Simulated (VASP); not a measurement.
# LiBiS3 (Pm-3m) in VASP: further runs, part 2 of 2

VASP 6.6.1.

## (4) Relaxation of cell and atoms, LDA, target pressure 30 GPa, at which the enthalpy is minimised

INCAR

```
PREC     = Accurate       # precision mode
ENCUT    = 600            # plane-wave cutoff, eV
EDIFF    = 1E-7           # SCF threshold, eV
ISMEAR   = -1             # smearing method
SIGMA    = 0.05           # smearing width, eV
LREAL    = False          # projectors in reciprocal space
LASPH    = True           # aspherical terms in the spheres
NELM     = 60             # most SCF steps
ALGO     = Normal         # electronic algorithm
ISIF     = 3              # what is computed and relaxed
LWAVE    = False          # write WAVECAR
LCHARG   = False          # write CHGCAR
IBRION   = 2              # ionic algorithm
NSW      = 60             # ionic steps
EDIFFG   = -0.01          # ionic threshold
PSTRESS  = 300
```

KPOINTS

```
Automatic mesh
0
Gamma
  5 5 5
```

POSCAR

```
LiBiS3
1.0
    4.5614400000      0.0000000000      0.0000000000
    0.0000000000      4.5614400000      0.0000000000
    0.0000000000      0.0000000000      4.5614400000
Li Bi S
1 1 3
Direct
    0.5000000000      0.5000000000      0.5000000000
    0.0000000000      0.0000000000      0.0000000000
    0.5000000000      0.5000000000      0.0000000000
    0.0000000000      0.5000000000      0.5000000000
    0.5000000000      0.0000000000      0.5000000000
```

Potentials or basis: VASP PAW LDA potentials, release 64 (Li_sv, Bi_d, S).

Run with:

```sh
$ cat potpaw_LDA.64/Li_sv/POTCAR potpaw_LDA.64/Bi_d/POTCAR potpaw_LDA.64/S/POTCAR > POTCAR
$ mpirun -np 1 vasp_std > vasp.out
```

OUTCAR:

```text
PREC = Accurate
   ENCUT = 600
   EDIFF = 1E-7
   ISMEAR = -1
   LREAL = False
   LASPH = True
   NELM = 60
   ISIF = 3
   IBRION = 2
   NSW = 60
   EDIFFG = -0.01
   PSTRESS = 300

 ion  position               nearest neighbor table
   1  0.500  0.500  0.500-   3 2.28   4 2.28   5 2.28   3 2.28   5 2.28   4 2.28
   2  0.000  0.000  0.000-   3 3.23   4 3.23   5 3.23   4 3.23   5 3.23   3 3.23   4 3.23   4 3.23
                             3 3.23   5 3.23   5 3.23   3 3.23
   3  0.500  0.500  0.000-   1 2.28   1 2.28   2 3.23   2 3.23   2 3.23   2 3.23
   4  0.000  0.500  0.500-   1 2.28   1 2.28   2 3.23   2 3.23   2 3.23   2 3.23
   5  0.500  0.000  0.500-   1 2.28   1 2.28   2 3.23   2 3.23   2 3.23   2 3.23

  LATTYP: Found a simple cubic cell.
 ALAT       =     4.5614400000

  Lattice vectors:

 A1 = (   4.5614400000,   0.0000000000,   0.0000000000)
 A2 = (   0.0000000000,   4.5614400000,   0.0000000000)
 A3 = (   0.0000000000,   0.0000000000,   4.5614400000)

Analysis of symmetry for initial positions (statically):
=====================================================================
 Subroutine PRICEL returns:
 Original cell was already a primitive cell.

 Routine SETGRP: Setting up the symmetry group for a
 simple cubic supercell.

 Subroutine GETGRP returns: Found 48 space group operations
 (whereof 48 operations were pure point group operations)
 out of a pool of 48 trial point group operations.
[... 159 lines left out ...]
  FORCE on cell =-STRESS in cart. coord.  units (eV):
  Direction    XX          YY          ZZ          XY          YZ          ZX
  --------------------------------------------------------------------------------------
  -------------------------------------------------------------------------------------
  Total       -3.0710269     -3.0710269     -3.0710269      0.0000000      0.0000000     -0.0000000
  in kB      -51.8427823    -51.8427823    -51.8427823      0.0000000      0.0000000     -0.0000000
  external PRESSURE =    -351.8427823 kB  Pullay stress =     300.0000000 kB
[... 28 lines left out ...]
--------------------------------------- Ionic step        2  -------------------------------------------

 number of electron      35.9999999 magnetization

 E-fermi :  16.2686     XC(G=0): -13.7900

 val. band max:       16.1196270101   @ k =   0.2000   0.2000   0.2000
 cond. band min:      16.3271443246   @ k =   0.4000   0.2000   0.0000
 fundamental gap:      0.2075173145
 Fermi energy:        16.2685999282

 k-point     1 :       0.0000    0.0000    0.0000
  band No.  band energies     occupation
      1     -29.2823      2.00000
      2      -7.3879      2.00000
      3      -7.3879      2.00000
      4      -7.2163      2.00000
      5      -7.2163      2.00000
      6      -7.2163      2.00000
[... 361 lines left out ...]
--------------------------------------- Ionic step        5  -------------------------------------------

 number of electron      36.0000001 magnetization

 Free energy of the ion-electron system (eV)
  ---------------------------------------------------
  ext. energy  EPLUGINS =         0.00000000
  ---------------------------------------------------
  free energy    TOTEN  =       -19.20953548 eV

  energy without entropy =      -19.18562866  energy(sigma->0) =      -19.19758207

 E-fermi :   9.8524     XC(G=0): -11.9916

 val. band max:        9.8494836236   @ k =   0.4000   0.4000   0.4000
 cond. band min:       9.9094424230   @ k =   0.4000   0.4000   0.0000
 fundamental gap:      0.0599587994
 Fermi energy:         9.8523716869

 k-point     1 :       0.0000    0.0000    0.0000
  band No.  band energies     occupation
      1     -33.7216      2.00000
      2     -13.3334      2.00000
      3     -13.3334      2.00000
      4     -13.2973      2.00000
      5     -13.2973      2.00000
      6     -13.2973      2.00000
[... 275 lines left out ...]
  energy  without entropy=      -19.1856286616  energy(sigma->0) =      -19.19758207

  enthalpy is  TOTEN    =        -6.3470866936 eV   P V=       12.8624487874

 reached required accuracy - stopping structural energy minimisation
```

CONTCAR:

```text
LiBiS3
   1.00000000000000
     4.0954754672327915   -0.0000000000000000   -0.0000000000000000
     0.0000000000000000    4.0954754672327915   -0.0000000000000000
     0.0000000000000000    0.0000000000000000    4.0954754672327915
  Li              Bi              S
     1     1     3
Direct
     0.5000000000000000    0.5000000000000000    0.5000000000000000
     0.0000000000000000    0.0000000000000000    0.0000000000000000
     0.5000000000000000    0.5000000000000000    0.0000000000000000
     0.0000000000000000    0.5000000000000000    0.5000000000000000
     0.5000000000000000    0.0000000000000000    0.5000000000000000

  0.00000000E+00  0.00000000E+00  0.00000000E+00
  0.00000000E+00  0.00000000E+00  0.00000000E+00
  0.00000000E+00  0.00000000E+00  0.00000000E+00
  0.00000000E+00  0.00000000E+00  0.00000000E+00
  0.00000000E+00  0.00000000E+00  0.00000000E+00
```

Wall time 45 s (1 thread of Intel Xeon 6975P-C (Granite Rapids), shared host); peak memory 0.19 GiB.

What came out:

| Quantity | Value |
| --- | --- |
| Free energy | -19.2095 eV |
| Relaxed volume | 13.74 Å³/atom |
| Relaxed cell | a = 4.095 Å, b = 4.095 Å, c = 4.095 Å, α = 90.00°, β = 90.00°, γ = 90.00° |
| Space group after relaxing (to 0.05 Å) | Pm-3m (No. 221) |
| Energy change on relaxing (the enthalpy is what falls) | +255.6 meV/atom |
| Ionic steps | 5 |
| Pressure after relaxing | 30.0 GPa |
| Band gap on the k mesh | none (metal or under the smearing width) |

Step by step:
| step | energy change (eV) | largest force (eV/Å) | pressure (GPa) | volume (Å³) |
| --- | --- | --- | --- | --- |
| 1 | 0.0000 | 0.0000 | -5.18 | 94.91 |
| 2 | 10.9182 | 0.0000 | 148.56 | 48.39 |
| 3 | 0.9635 | 0.0000 | 25.27 | 70.52 |
| 4 | 1.1930 | 0.0000 | 28.75 | 69.16 |
| 5 | 1.2782 | 0.0000 | 30.01 | 68.69 |

Final structure:
```
Li Bi S
1.0
     4.09548    0.00000    0.00000
     0.00000    4.09548    0.00000
     0.00000    0.00000    4.09548
Li Bi S
1 1 3
Direct
  0.50000 0.50000 0.50000
  0.00000 0.00000 0.00000
  0.50000 0.50000 0.00000
  0.00000 0.50000 0.50000
  0.50000 0.00000 0.50000
```

Levels at points of the mesh, in eV from the Fermi level:
```tsv
k point	band 15	band 16	band 17	band 18	band 19	band 20	band 21	band 22
(0.00, 0.00, 0.00)	-1.51	-1.51	-0.65	-0.65	-0.65	4.94	4.94	5.50
```

Caveat: the cutoff is under 1.25 times the usual one of these potentials, so pressure, stress and relaxed cells hold a basis-set (Pulay) error; the cell is relaxed towards a set pressure, so the enthalpy falls and the energy may rise; the volume moved by over 15 % at a fixed basis, so the end points are rough; spin-orbit coupling is left out, which moves the levels of the heavy elements.

## (5) Summary

| cell | target pressure | gap on the mesh (eV) | pressure (GPa) |
| --- | --- | --- | --- |
| relaxed to 10 GPa | 10 GPa | none | 10.0 |
| relaxed to 20 GPa | 20 GPa | none | 20.0 |
| relaxed to 30 GPa | 30 GPa | none | 30.0 |

Alike in all rows: task relaxation of cell and atoms; level LDA; potentials or basis VASP PAW LDA potentials, release 64 (Li_sv, Bi_d, S); no spin polarisation; k mesh 5 × 5 × 5; cutoff (eV) 600; smearing fermi-dirac 0.05 eV.

Caveats: the cutoff is under 1.25 times the usual one of these potentials, so pressure, stress and relaxed cells hold a basis-set (Pulay) error; the cell is relaxed towards a set pressure, so the enthalpy falls and the energy may rise; the volume moved by over 15 % at a fixed basis, so the end points are rough; spin-orbit coupling is left out, which moves the levels of the heavy elements.

Total energies depend on the potentials used, so only differences within one code and one set of settings carry meaning.
